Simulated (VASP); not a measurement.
These are vdW-DF2, VASP's PBE PAW potentials (set 64) (plane waves; VASP 6.6.1) values and carry that method's errors.

VASP ran on this input.

### INCAR
```
! general
SYSTEM   = BP
PREC     = Accurate
ENCUT    = 520
LREAL    = F
LASPH    = T

! electronic loop
EDIFF    = 1E-6
NELM     = 100
ALGO     = Normal

! smearing
ISMEAR   = 0
SIGMA    = 0.05

! functional
GGA      = ML
LUSE_VDW = T
AGGAC    = 0.0
ZAB_VDW  = -1.8867

! ions
IBRION   = 2
NSW      = 60
ISIF     = 3
EDIFFG   = -0.01

! output
LWAVE    = F
LCHARG   = F
```

**KPOINTS**
```
Automatic mesh
0
Gamma
9 9 9
0 0 0
```

File POSCAR:
```
BP
1.0
  0.0000000000   2.2700000000   2.2700000000
  2.2700000000   0.0000000000   2.2700000000
  2.2700000000   2.2700000000   0.0000000000
B P
1 1
Cartesian
  0.0000000000   0.0000000000   0.0000000000
  1.1350000000   1.1350000000   1.1350000000
```

POTCAR, in this order: B P (PBE.64 set). Program: vasp_std.

Output

OSZICAR:
```
       N       E                     dE             d eps       ncg     rms          rms(c)
DAV:   1     0.128322181252E+02    0.12832E+02   -0.40055E+03   560   0.890E+02
DAV:   2    -0.103699269949E+02   -0.23202E+02   -0.22248E+02   816   0.113E+02
DAV:   3    -0.106659134765E+02   -0.29599E+00   -0.29599E+00   728   0.163E+01
DAV:   4    -0.106665616073E+02   -0.64813E-03   -0.64813E-03   824   0.761E-01
DAV:   5    -0.106665620105E+02   -0.40315E-06   -0.40314E-06   752   0.162E-02    0.618E+00
DAV:   6    -0.100250339403E+02    0.64153E+00   -0.19942E+00   688   0.818E+00    0.331E+00
DAV:   7    -0.992417697621E+01    0.10086E+00   -0.28727E-01   856   0.363E+00    0.148E+00
DAV:   8    -0.991457564436E+01    0.96013E-02   -0.72620E-02   792   0.200E+00    0.463E-01
DAV:   9    -0.991491622325E+01   -0.34058E-03   -0.16277E-03   632   0.492E-01    0.470E-02
DAV:  10    -0.991494163025E+01   -0.25407E-04   -0.69158E-05   808   0.978E-02    0.333E-02
DAV:  11    -0.991494513924E+01   -0.35090E-05   -0.69216E-06   680   0.221E-02    0.756E-03
DAV:  12    -0.991494665334E+01   -0.15141E-05   -0.44142E-06   680   0.278E-02    0.117E-03
DAV:  13    -0.991494665508E+01   -0.17334E-08   -0.74870E-08   288   0.223E-03
   1 F= -.99149467E+01 E0= -.99149467E+01  d E =-.991495E+01
       N       E                     dE             d eps       ncg     rms          rms(c)
DAV:   1    -0.996223634650E+01   -0.47290E-01   -0.12889E+00   632   0.892E+00    0.130E+00
DAV:   2    -0.993387989811E+01    0.28356E-01   -0.68998E-02   736   0.165E+00    0.650E-01
DAV:   3    -0.992642459863E+01    0.74553E-02   -0.15336E-02   608   0.767E-01    0.163E-01
DAV:   4    -0.992556458450E+01    0.86001E-03   -0.13597E-03   712   0.275E-01    0.103E-01
DAV:   5    -0.992551433857E+01    0.50246E-04   -0.12088E-04   704   0.103E-01    0.619E-02
DAV:   6    -0.992551392443E+01    0.41414E-06   -0.85033E-06   728   0.280E-02
   2 F= -.99255139E+01 E0= -.99255139E+01  d E =-.105673E-01
       N       E                     dE             d eps       ncg     rms          rms(c)
DAV:   1    -0.993952806105E+01   -0.14014E-01   -0.21491E-01   632   0.371E+00    0.539E-01
DAV:   2    -0.993481218314E+01    0.47159E-02   -0.11061E-02   744   0.661E-01    0.267E-01
DAV:   3    -0.993359564331E+01    0.12165E-02   -0.25026E-03   608   0.309E-01    0.736E-02
DAV:   4    -0.993347635890E+01    0.11928E-03   -0.18511E-04   728   0.104E-01    0.495E-02
DAV:   5    -0.993347040422E+01    0.59547E-05   -0.21873E-05   696   0.439E-02    0.264E-02
DAV:   6    -0.993347117840E+01   -0.77418E-06   -0.12053E-06   392   0.111E-02
   3 F= -.99334712E+01 E0= -.99334712E+01  d E =-.185245E-01
```

OUTCAR:
```
------------------------ aborting loop because EDIFF is reached ----------------------------------------
  FORCE on cell =-STRESS in cart. coord.  units (eV):
  Direction    XX          YY          ZZ          XY          YZ          ZX
  --------------------------------------------------------------------------------------
  Total        0.0002456      0.0002456      0.0002456     -0.0000000      0.0000000     -0.0000000
  in kB        0.0161591      0.0161591      0.0161591     -0.0000000      0.0000000     -0.0000000
  external PRESSURE =       0.0161591 kB  Pullay stress =       0.0000000 kB
  volume of cell :       24.35
      direct lattice vectors                 reciprocal lattice vectors
    -0.000000000  2.300606229  2.300606229    -0.217334020  0.217334020  0.217334020
     2.300606229  0.000000000  2.300606229     0.217334020 -0.217334020  0.217334020
     2.300606229  2.300606229 -0.000000000     0.217334020  0.217334020 -0.217334020
  FREE ENERGIE OF THE ION-ELECTRON SYSTEM (eV)
  ---------------------------------------------------
  free  energy   TOTEN  =        -9.9334711784 eV

  energy  without entropy=       -9.9334711784  energy(sigma->0) =       -9.93347118

 reached required accuracy - stopping structural energy minimisation
```
(Selected blocks of OUTCAR.)

### CONTCAR
```
BP
   1.00000000000000
    -0.0000000000000000    2.3006062289178635    2.3006062289178635
     2.3006062289178635    0.0000000000000000    2.3006062289178635
     2.3006062289178635    2.3006062289178635   -0.0000000000000000
  B               P
     1     1
Direct
     0.0000000000000000    0.0000000000000000    0.0000000000000000
     0.2500000000000000    0.2500000000000000    0.2500000000000000
```

**OUTCAR**
```
 val. band max:        6.8419307052   @ k =   0.0000   0.0000   0.0000

 cond. band min:       8.5993524409   @ k =   0.4444   0.4444   0.0000


 Fermi energy:         7.0738635675

 k-point     1 :       0.0000    0.0000    0.0000
  band No.  band energies     occupation
      1      -8.0197      2.00000
      2       6.8419      2.00000
      3       6.8419      2.00000
      4       6.8419      2.00000
      5      10.4463      0.00000
      6      10.4463      0.00000
      7      10.4463      0.00000
      8      13.6932      0.00000

 k-point     2 :       0.1111    0.0000    0.0000
  band No.  band energies     occupation
      1      -7.8083      2.00000
      2       5.4142      2.00000
      3       6.5265      2.00000
      4       6.5265      2.00000
      5      10.8415      0.00000
      6      10.8930      0.00000
      7      10.8930      0.00000
      8      14.3727      0.00000

 k-point     3 :       0.2222    0.0000    0.0000
  band No.  band energies     occupation
      1      -7.1865      2.00000
      2       2.9203      2.00000
      3       5.9488      2.00000
      4       5.9488      2.00000
      5      10.9037      0.00000
      6      11.6371      0.00000
      7      11.6371      0.00000
      8      15.8549      0.00000

 k-point     4 :       0.3333    0.0000    0.0000
  band No.  band energies     occupation
      1      -6.2137      2.00000
      2       0.5080      2.00000
      3       5.4780      2.00000
      4       5.4780      2.00000
      5      10.7432      0.00000
      6      11.9246      0.00000
      7      11.9246      0.00000
      8      16.9783      0.00000

 k-point     5 :       0.4444    0.0000    0.0000
  band No.  band energies     occupation
      1      -5.1654      2.00000
      2      -1.2965      2.00000
      3       5.2294      2.00000
      4       5.2294      2.00000
      5      10.6275      0.00000
      6      11.8737      0.00000
      7      11.8737      0.00000
...
```

Energy and stress use the plane-wave basis of the starting cell.

The compound is BP in the zinc blende structure. This run relaxes it. Symmetry was kept, so distortions that lower it aren't found.
